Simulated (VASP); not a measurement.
Computed with PW91 GGA, VASP's PBE PAW potentials (set 64) (plane waves; VASP).

A VASP calculation is set up with these files.

POSCAR:
```
GaN
1
    1.6093454306    -2.7874680136     0.0000000000
    1.6093454306     2.7874680136     0.0000000000
    0.0000000000     0.0000000000     5.2392279107
Ga N
2 2
Direct
  0.6666670000   0.3333330000   0.5000532702
  0.3333330000   0.6666670000   0.0000532702
  0.6666670000   0.3333330000   0.8769467298
  0.3333330000   0.6666670000   0.3769467298
```

INCAR:
```
! general
SYSTEM =GaN
PREC   =Accurate
ENCUT  =520
LREAL  =.False.
LASPH  =.True.

! electronic loop
EDIFF  =1E-7
NELM   =100
ALGO   =Normal
LMAXMIX=4

! smearing
ISMEAR =-5

! functional
GGA    =91

! ions
ISIF   =2

! output
LWAVE  =.False.
LCHARG =.True.
LORBIT =11
NEDOS  =601

! other
LEFG   =.True.
```

File KPOINTS:
```
Automatic mesh
0
Gamma
9 9 5
0 0 0
```

POTCAR, in this order: Ga_d N (PBE.64 set). Program: vasp_std.

Question: What will the output report for the number of irreducible k-points (NKPTS), largest plane-wave count, number of space-group operations, FFT grid (NGX, NGY, NGZ)?

Answer: 
```yaml
number of irreducible k-points (NKPTS): 36
largest_plane_wave_count: 1284
number_of_space_group_operations: 12
FFT grid (NGX, NGY, NGZ): 24 × 24 × 40
```

The compound is GaN in the wurtzite structure. It was relaxed first.
